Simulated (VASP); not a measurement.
Output of a VASP run:

**OSZICAR**
```
       N       E                     dE             d eps       ncg     rms          rms(c)
DAV:   1     0.783929616577E+02    0.78393E+02   -0.93239E+03   786   0.199E+03
DAV:   2    -0.367897275384E+01   -0.82072E+02   -0.78908E+02   794   0.331E+02
DAV:   3    -0.969001443285E+01   -0.60110E+01   -0.59802E+01   924   0.752E+01
DAV:   4    -0.978938416766E+01   -0.99370E-01   -0.99302E-01   897   0.107E+01
DAV:   5    -0.979089170326E+01   -0.15075E-02   -0.15074E-02   899   0.112E+00    0.348E+00
DAV:   6    -0.957110799741E+01    0.21978E+00   -0.28446E-01  1150   0.116E+01    0.207E+00
DAV:   7    -0.951587354560E+01    0.55234E-01   -0.10123E-01   961   0.281E+00    0.537E-01
DAV:   8    -0.951307240934E+01    0.28011E-02   -0.11505E-02   864   0.145E+00    0.156E-01
DAV:   9    -0.951299052715E+01    0.81882E-04   -0.86990E-04   907   0.316E-01    0.386E-02
DAV:  10    -0.951298802186E+01    0.25053E-05   -0.58175E-05  1040   0.130E-01    0.200E-02
DAV:  11    -0.951299235575E+01   -0.43339E-05   -0.93401E-06   891   0.500E-02    0.383E-03
DAV:  12    -0.951299219226E+01    0.16349E-06   -0.66729E-07   467   0.152E-02
   1 F= -.70314917E+01 E0= -.70314917E+01  d E =-.703149E+01
```

**OUTCAR**
```
------------------------ aborting loop because EDIFF is reached ----------------------------------------
  FORCE on cell =-STRESS in cart. coord.  units (eV):
  Direction    XX          YY          ZZ          XY          YZ          ZX
  --------------------------------------------------------------------------------------
  Total        2.4678658      2.4678658      2.4678658      0.0000000      0.0000000     -0.0000000
  in kB       99.4505453     99.4505453     99.4505453      0.0000000      0.0000000     -0.0000000
  external PRESSURE =      -0.5494547 kB  Pullay stress =     100.0000000 kB
  volume of cell :       39.76
      direct lattice vectors                 reciprocal lattice vectors
     0.000000000  2.708933347  2.708933347    -0.184574493  0.184574493  0.184574493
     2.708933347  0.000000000  2.708933347     0.184574493 -0.184574493  0.184574493
     2.708933347  2.708933347  0.000000000     0.184574493  0.184574493 -0.184574493
  FREE ENERGIE OF THE ION-ELECTRON SYSTEM (eV)
  ---------------------------------------------------
  free  energy   TOTEN  =        -9.5129921923 eV

  energy  without entropy=       -9.5129921923  energy(sigma->0) =       -9.51299219
  enthalpy is  TOTEN    =        -7.0314916664 eV   P V=        2.4815005258

 reached required accuracy - stopping structural energy minimisation
```
(Selected blocks of OUTCAR.)

**POSCAR**
```
GaAs
1
   -0.0000000000     2.7089333472     2.7089333472
    2.7089333472     0.0000000000     2.7089333472
    2.7089333472     2.7089333472    -0.0000000000
Ga As
1 1
Direct
  0.0000000000   0.0000000000   0.0000000000
  0.2500000000   0.2500000000   0.2500000000
```

Task: Reconstruct the remaining input files.

Result: One answer among several that fit: the input of the run itself, LDA (Ceperley-Alder, Perdew-Zunger), plane waves, VASP's LDA PAW potentials (set 64).

### INCAR
```
! general
SYSTEM   =  GaAs
PREC     =  Accurate
ENCUT    =  500
LREAL    =  .False.
LASPH    =  .True.

! electronic loop
EDIFF    =  1E-6
NELM     =  100
ALGO     =  Normal
LMAXMIX  =  4

! smearing
ISMEAR   =  0
SIGMA    =  0.05

! ions
IBRION   =  2
NSW      =  40
ISIF     =  3
EDIFFG   =  -0.02
PSTRESS  =  100

! output
LWAVE    =  .False.
LCHARG   =  .False.
```

**KPOINTS**
```
Automatic mesh
0
Gamma
8 8 8
0 0 0
```

POTCAR, in this order: Ga_d As (LDA.64 set). Program: vasp_std.

The compound is GaAs in the zinc blende structure. It was relaxed first under an external pressure of 10 GPa.
